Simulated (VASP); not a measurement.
Mo:

```
Mo
1.0
    -1.57342    1.57342    1.57342
     1.57342   -1.57342    1.57342
     1.57342    1.57342   -1.57342
Mo
1
Direct
  0.00000 0.00000 0.00000
```

* Program: VASP 6.6.1
* Task: relaxation of cell and atoms
* Functional: LDA
* Potentials or basis: VASP PAW LDA potentials, release 64 (Mo_sv)
* Cutoff: 600 eV
* k mesh: 16 × 16 × 16
* Occupations: methfessel-paxton, width 0.1 eV
* Spin: no spin polarisation

At the start: pressure -8.4 GPa; volume 15.58 Å³/atom.

Where does the relaxation end?

Over 4 steps the energy falls by 12.5 meV/atom and the volume is 15.12 Å³/atom (-3.0 %); space group Im-3m (No. 229, to 0.05 Å).

The path:
| step | energy change (eV) | largest force (eV/Å) | pressure (GPa) | volume (Å³) |
| --- | --- | --- | --- | --- |
| 1 | 0.0000 | 0.0000 | -8.37 | 15.58 |
| 2 | 0.1053 | 0.0000 | 31.43 | 13.82 |
| 3 | -0.0125 | 0.0000 | -0.30 | 15.13 |
| 4 | -0.0125 | 0.0000 | -0.04 | 15.12 |

Final structure:
```xyz
1
Lattice="-1.5576 1.5576 1.5576 1.5576 -1.5576 1.5576 1.5576 1.5576 -1.5576" Properties=species:S:1:pos:R:3 pbc="T T T"
Mo    1.5576   -1.5576    1.5576
```
